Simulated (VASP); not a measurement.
Level of theory: HSE06 screened hybrid, VASP's PBE PAW potentials (set 64) (plane waves; VASP).

VASP ran on this input.

**KPOINTS**
```
Regular mesh
0
G
  1 1 1
```

INCAR:
```
AEXX = 0.25
ALGO = Normal
EDIFF = 1E-5
ENCUT = 400
GGA = PE
HFSCREEN = 0.2
ISIF = 0
ISMEAR = 0
ISPIN = 2
ISYM = 0
LASPH = T
LCHARG = F
LHFCALC = T
LORBIT = 10
LREAL = Auto
LWAVE = F
MAGMOM = 72*0.0139
NELECT = 287.0
NELM = 50
NELMIN = 4
NUPDOWN = 1
PREC = Normal
PRECFOCK = Fast
SIGMA = 0.05
SYSTEM = C37Si35
```

File POSCAR:
```
C37Si35
1
    4.6409808259    -8.0384148409     0.0000000000
    4.6409808259     8.0384148409     0.0000000000
    0.0000000000     0.0000000000    10.1276834094
Si C
35 37
Direct
  0.0011642751   0.0008455671   0.0000778347
  0.0029579374   0.0042654778   0.4992858138
  0.2244347833   0.1157246546   0.7472852104
  0.1129237766   0.2230097532   0.2557299146
  0.0011983811   0.3336561177   0.0000534109
  0.0029315024   0.3316555762   0.4993265773
  0.2244574966   0.4418921452   0.7472485940
  0.1110582474   0.5553570890   0.2505286818
  0.9999401358   0.6665850966   0.0001709633
  0.9998940254   0.6664209267   0.5002413170
  0.2219970375   0.7775591649   0.7505945151
  0.1110624052   0.8887450463   0.2505041702
  0.3328933650   0.0008247270   0.0000380717
  0.3345927220   0.0041453037   0.4992632629
  0.5552973261   0.1108808198   0.7498828951
  0.4434513498   0.2230188461   0.2556763356
  0.3332826509   0.3332922879   0.0016634128
  0.5506338991   0.4418299079   0.7472412884
  0.4434635403   0.5534925866   0.2556997670
  0.3329427720   0.6653611124   0.0000197690
  0.3346771984   0.6632971623   0.4992888765
  0.5553687041   0.7775083328   0.7499055478
  0.4443178905   0.8886714254   0.2496538278
  0.6666205134   0.9998838457   0.9995348266
  0.6665157162   0.9996888094   0.4991987236
  0.8887644208   0.1109992995   0.7498618986
  0.7777457588   0.2220015910   0.2497253794
  0.6657562609   0.3335589987   0.0000917039
  0.6619580333   0.3315455817   0.4993484541
  0.8887819412   0.4444010749   0.7506129233
  0.7777638869   0.5552946830   0.2505819611
  0.6657314322   0.6652552945   0.0001122334
  0.6619583100   0.6632509813   0.4993010575
  0.8887789704   0.7776218188   0.7506116485
  0.7777541469   0.8886259528   0.2497451319
  0.0013900619   0.0010832407   0.8114751667
  0.9995552587   0.9993706167   0.3128930326
  0.2341892541   0.1349985234   0.5543025949
  0.1126637806   0.2229915557   0.0649755179
  0.0014020172   0.3335584144   0.8114423615
  0.9995182456   0.3332352741   0.3129487255
  0.2341577113   0.4321078361   0.5543136335
  0.1111076262   0.5555061096   0.0617540525
  0.9999144177   0.6665731986   0.8132279387
  0.9999817612   0.6664928069   0.3129109360
  0.2219911439   0.7773935532   0.5619396908
  0.1110475563   0.8888324711   0.0617546994
  0.3327754322   0.0009495159   0.8114536544
  0.3331438897   0.9993800380   0.3128946475
  0.5556982035   0.1103735951   0.5612719556
  0.4436261529   0.2229602327   0.0649121403
  0.3332872530   0.3330358410   0.4983684461
  0.3332242885   0.3331866393   0.8152459941
  0.3332300484   0.3331750975   0.3350173269
  0.5310867714   0.4319859841   0.5542976667
  0.4436147086   0.5538835515   0.0649664998
  0.3328572167   0.6649520894   0.8114509747
  0.3331612949   0.6668347712   0.3129405355
  0.5557668425   0.7782205593   0.5612828211
  0.4439532067   0.8886143086   0.0605326423
  0.6665313509   0.9998159856   0.8123684970
  0.6665333716   0.9997179019   0.3119335366
  0.8879125007   0.1104556101   0.5612673723
  0.7779858638   0.2225278866   0.0606272025
  0.6653486691   0.3334556441   0.8114434551
  0.6670609163   0.3331632328   0.3130156651
  0.8887185057   0.4443001214   0.5619433012
  0.7777466195   0.5553546719   0.0618088998
  0.6653341966   0.6649057055   0.8114549433
  0.6670353450   0.6667589719   0.3129736210
  0.8887576719   0.7774533340   0.5619371511
  0.7779560323   0.8885290517   0.0606107004
```

POTCAR, in this order: Si C (PBE.64 set). Program: vasp_gam. Read from the step before: WAVECAR.

The resulting files:

OSZICAR:
```
       N       E                     dE             d eps       ncg     rms          rms(c)
DAV:   1    -0.628440485084E+03   -0.62844E+03   -0.11270E+01   724   0.786E+00    0.155E+01
DAV:   2    -0.628523750664E+03   -0.83266E-01   -0.28795E-01   782   0.116E+00    0.112E+01
DAV:   3    -0.628556049352E+03   -0.32299E-01   -0.28018E-02   832   0.383E-01    0.658E+00
DAV:   4    -0.628557163134E+03   -0.11138E-02   -0.12730E-02   798   0.235E-01    0.379E+00
DAV:   5    -0.628554643375E+03    0.25198E-02   -0.22443E-03   798   0.104E-01    0.217E+00
DAV:   6    -0.628553792560E+03    0.85081E-03   -0.57319E-04   806   0.538E-02    0.124E+00
DAV:   7    -0.628553528300E+03    0.26426E-03   -0.18742E-04   798   0.294E-02    0.704E-01
DAV:   8    -0.628553450376E+03    0.77923E-04   -0.72271E-05   683   0.153E-02    0.407E-01
DAV:   9    -0.628553432481E+03    0.17895E-04   -0.54319E-05   459   0.104E-02    0.232E-01
DAV:  10    -0.628553434644E+03   -0.21631E-05   -0.53512E-05   470   0.774E-03
   1 F= -.62855343E+03 E0= -.62855343E+03  d E =-.103275E-06  mag=     1.0000
```

**OUTCAR**
```
------------------------ aborting loop because EDIFF is reached ----------------------------------------
  volume of cell :      755.65
      direct lattice vectors                 reciprocal lattice vectors
     4.640980826 -8.038414841  0.000000000     0.107735847 -0.062201318  0.000000000
     4.640980826  8.038414841  0.000000000     0.107735847  0.062201318  0.000000000
     0.000000000  0.000000000 10.127683409     0.000000000  0.000000000  0.098739263
  FREE ENERGIE OF THE ION-ELECTRON SYSTEM (eV)
  ---------------------------------------------------
  free  energy   TOTEN  =      -628.5534346442 eV

  energy  without entropy=     -628.5534345410  energy(sigma->0) =     -628.55343459

  exchange ACFDT corr.  =         0.00000000  see jH, gK, PRB 81, 115126

 total charge

# of ion       s       p       d       tot
------------------------------------------
    1        0.702   0.970   0.000   1.672
    2        0.703   0.963   0.000   1.666
    3        0.707   0.966   0.000   1.673
    4        0.707   0.966   0.000   1.673
    5        0.702   0.970   0.000   1.672
    6        0.703   0.963   0.000   1.666
    7        0.707   0.966   0.000   1.673
    8        0.706   0.974   0.000   1.680
    9        0.703   0.978   0.000   1.682
   10        0.704   0.978   0.000   1.683
   11        0.705   0.972   0.000   1.678
   12        0.706   0.974   0.000   1.680
   13        0.702   0.970   0.000   1.672
   14        0.703   0.963   0.000   1.666
   15        0.706   0.975   0.000   1.681
   16        0.708   0.965   0.000   1.673
   17        0.705   0.985   0.000   1.690
   18        0.707   0.966   0.000   1.673
   19        0.708   0.966   0.000   1.673
   20        0.702   0.970   0.000   1.672
   21        0.703   0.963   0.000   1.666
   22        0.706   0.975   0.000   1.681
   23        0.707   0.972   0.000   1.679
   24        0.703   0.976   0.000   1.679
   25        0.704   0.980   0.000   1.684
   26        0.706   0.975   0.000   1.681
   27        0.707   0.973   0.000   1.679
   28        0.702   0.970   0.000   1.672
   29        0.703   0.963   0.000   1.666
   30        0.705   0.972   0.000   1.678
   31        0.706   0.974   0.000   1.680
   32        0.702   0.970   0.000   1.672
   33        0.703   0.963   0.000   1.666
   34        0.705   0.972   0.000   1.678
   35        0.706   0.973   0.000   1.679
   36        0.826   1.707   0.000   2.532
   37        0.828   1.721   0.000   2.550
   38        0.812   1.611   0.000   2.423
   39        0.826   1.702   0.000   2.528
   40        0.825   1.707   0.000   2.532
   41        0.829   1.721   0.000   2.549
   42        0.811   1.612   0.000   2.424
   43        0.828   1.716   0.000   2.544
   44        0.827   1.718   0.000   2.546
   45        0.827   1.717   0.000   2.544
   46        0.825   1.688   0.000   2.513
   47        0.828   1.716   0.000   2.544
   48        0.825   1.707   0.000   2.533
   49        0.829   1.720   0.000   2.549
   50        0.830   1.718   0.000   2.549
   51        0.827   1.702   0.000   2.528
   52        0.788   1.444   0.000   2.231
   53        0.831   1.733   0.000   2.564
   54        0.813   1.631   0.000   2.444
   55        0.812   1.612   0.000   2.424
   56        0.827   1.702   0.000   2.528
   57        0.825   1.707   0.000   2.533
   58        0.829   1.721   0.000   2.549
   59        0.830   1.719   0.000   2.549
   60        0.828   1.710   0.000   2.537
   61        0.827   1.717   0.000   2.544
   62        0.827   1.717   0.000   2.544
   63        0.830   1.719   0.000   2.549
   64        0.828   1.710   0.000   2.537
   65        0.825   1.707   0.000   2.532
   66        0.829   1.720   0.000   2.549
   67        0.825   1.688   0.000   2.513
   68        0.828   1.716   0.000   2.544
   69        0.826   1.706   0.000   2.532
   70        0.828   1.721   0.000   2.550
   71        0.825   1.687   0.000   2.512
   72        0.828   1.709   0.000   2.537
--------------------------------------------------
tot         55.181  96.650   0.000 151.831

 magnetization (x)

# of ion       s       p       d       tot
------------------------------------------
    1       -0.001  -0.001   0.000  -0.001
    2       -0.001  -0.000   0.000  -0.002
    3       -0.001  -0.001   0.000  -0.001
    4       -0.001   0.000   0.000  -0.001
    5       -0.001  -0.000   0.000  -0.001
    6       -0.001  -0.001   0.000  -0.002
    7       -0.001  -0.000   0.000  -0.001
    8       -0.001  -0.000   0.000  -0.001
    9       -0.001  -0.000   0.000  -0.001
   10       -0.001  -0.000   0.000  -0.001
   11       -0.001  -0.000   0.000  -0.001
   12       -0.001  -0.000   0.000  -0.001
   13       -0.001  -0.000   0.000  -0.001
...
```
(Selected blocks of OUTCAR.)

The cell is charged, with a uniform compensating background. The supercell is sampled at Γ alone, which is coarse: total energies, pressure and levels can be off, energies of defects by several tenths of an eV.

The cell is a supercell with a defect, built from SiC (4h): C_Si, charge +1. The cell's shape comes from a PBE relaxation.
